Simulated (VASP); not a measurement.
OSZICAR of a VASP run on SrVO3 (cubic perovskite):

OSZICAR:
```
       N       E                     dE             d eps       ncg     rms          rms(c)
DAV:   1     0.507711349184E+03    0.50771E+03   -0.27169E+04  1680   0.211E+03
DAV:   2    -0.192950233468E+02   -0.52701E+03   -0.52183E+03  2064   0.550E+02
DAV:   3    -0.518781494871E+02   -0.32583E+02   -0.32326E+02  1808   0.141E+02
DAV:   4    -0.529499208092E+02   -0.10718E+01   -0.10706E+01  2936   0.229E+01
DAV:   5    -0.529584542417E+02   -0.85334E-02   -0.85328E-02  2008   0.175E+00    0.548E+01
DAV:   6    -0.441629732593E+02    0.87955E+01   -0.79370E+01  2344   0.793E+01    0.231E+01
DAV:   7    -0.436520181471E+02    0.51096E+00   -0.18855E+01  1960   0.436E+01    0.232E+01
DAV:   8    -0.432312907449E+02    0.42073E+00   -0.34252E+00  1944   0.194E+01    0.261E+00
DAV:   9    -0.432083776993E+02    0.22913E-01   -0.22036E-01  2064   0.472E+00    0.599E-01
DAV:  10    -0.432086509525E+02   -0.27325E-03   -0.13807E-02  2376   0.920E-01    0.246E-01
DAV:  11    -0.432086464444E+02    0.45081E-05   -0.73731E-04  2120   0.229E-01    0.118E-01
DAV:  12    -0.432086102526E+02    0.36192E-04   -0.15637E-04  2128   0.107E-01    0.259E-02
DAV:  13    -0.432086097793E+02    0.47331E-06   -0.34414E-05  2376   0.599E-02    0.218E-02
DAV:  14    -0.432086089425E+02    0.83684E-06   -0.31006E-06  1624   0.191E-02
   1 F= -.29591246E+02 E0= -.29590382E+02  d E =-.295912E+02
       N       E                     dE             d eps       ncg     rms          rms(c)
DAV:   1    -0.465733482942E+02   -0.33647E+01   -0.15199E+02  1936   0.136E+02    0.422E+01
DAV:   2    -0.417265807997E+02    0.48468E+01   -0.16826E+01  1928   0.466E+01    0.844E+00
DAV:   3    -0.411377325939E+02    0.58885E+00   -0.35509E+00  2120   0.138E+01    0.511E+00
DAV:   4    -0.410203566852E+02    0.11738E+00   -0.48502E-01  2552   0.801E+00    0.180E+00
DAV:   5    -0.410122153230E+02    0.81414E-02   -0.12062E-01  2880   0.232E+00    0.128E+00
DAV:   6    -0.410163202064E+02   -0.41049E-02   -0.18850E-02  2248   0.928E-01    0.738E-01
DAV:   7    -0.410185480922E+02   -0.22279E-02   -0.75143E-03  2656   0.495E-01    0.144E-01
DAV:   8    -0.410186263441E+02   -0.78252E-04   -0.28709E-04  2264   0.140E-01    0.548E-02
DAV:   9    -0.410186223190E+02    0.40251E-05   -0.26631E-05  2392   0.527E-02    0.116E-02
DAV:  10    -0.410186222097E+02    0.10929E-06   -0.82798E-07  1064   0.854E-03
   2 F= -.29128404E+02 E0= -.29127504E+02  d E =0.462842E+00
       N       E                     dE             d eps       ncg     rms          rms(c)
DAV:   1    -0.455755024601E+02   -0.45569E+01   -0.77556E+01  1800   0.103E+02    0.270E+01
DAV:   2    -0.435011351813E+02    0.20744E+01   -0.13404E+01  1760   0.436E+01    0.730E+00
DAV:   3    -0.429109040288E+02    0.59023E+00   -0.37942E+00  1848   0.176E+01    0.629E+00
DAV:   4    -0.427813643163E+02    0.12954E+00   -0.53566E-01  2344   0.784E+00    0.295E+00
DAV:   5    -0.427751340821E+02    0.62302E-02   -0.11099E-01  2480   0.207E+00    0.214E+00
DAV:   6    -0.427810262345E+02   -0.58922E-02   -0.74398E-02  2048   0.182E+00    0.614E-01
DAV:   7    -0.427765492514E+02    0.44770E-02   -0.26400E-02  1904   0.117E+00    0.219E-01
DAV:   8    -0.427767570122E+02   -0.20776E-03   -0.18482E-03  2576   0.378E-01    0.130E-01
DAV:   9    -0.427767104034E+02    0.46609E-04   -0.33335E-04  2104   0.186E-01    0.182E-02
DAV:  10    -0.427767097283E+02    0.67516E-06   -0.17222E-05  2176   0.369E-02    0.131E-02
DAV:  11    -0.427767092541E+02    0.47420E-06   -0.13730E-06  1080   0.838E-03
   3 F= -.29686146E+02 E0= -.29685262E+02  d E =-.949001E-01
       N       E                     dE             d eps       ncg     rms          rms(c)
DAV:   1    -0.427609847767E+02    0.15725E-01   -0.13180E-02  1832   0.129E+00    0.342E-01
DAV:   2    -0.427605836991E+02    0.40108E-03   -0.17610E-03  1856   0.481E-01    0.765E-02
DAV:   3    -0.427605232290E+02    0.60470E-04   -0.50121E-04  1896   0.188E-01    0.682E-02
DAV:   4    -0.427605006133E+02    0.22616E-04   -0.95401E-05  2304   0.108E-01    0.247E-02
DAV:   5    -0.427604997204E+02    0.89283E-06   -0.10114E-05  2480   0.212E-02    0.213E-02
DAV:   6    -0.427605003656E+02   -0.64518E-06   -0.43367E-06  1904   0.131E-02
   4 F= -.29686257E+02 E0= -.29685372E+02  d E =-.950108E-01
```

**Question.** Which electronic solver shows in the log?

**Answer.** It is blocked Davidson (ALGO = Normal, or the opening steps of other solvers). The INCAR had ALGO = Normal.

**Question.** How was spin treated?

**Answer.** Without spin polarisation: there is no mag entry.

**Question.** Can the final energy be trusted as converged?

**Answer.** The run converged. It stopped with EDIFF = 1E-6, NELM = 100, NSW = 40 and EDIFFG = -0.02 after 4 ionic steps (LDA (Ceperley-Alder, Perdew-Zunger), plane waves, VASP's LDA PAW potentials (set 64)). Energy and stress use the plane-wave basis of the starting cell.

The compound is SrVO3 in the cubic perovskite structure. This run relaxes it under an external pressure of 45 GPa. Symmetry was kept, so distortions that lower it aren't found. The run is not spin-polarised, so no magnetic state was tried. The electron count is odd and the run is not spin-polarised, which forces a metal.
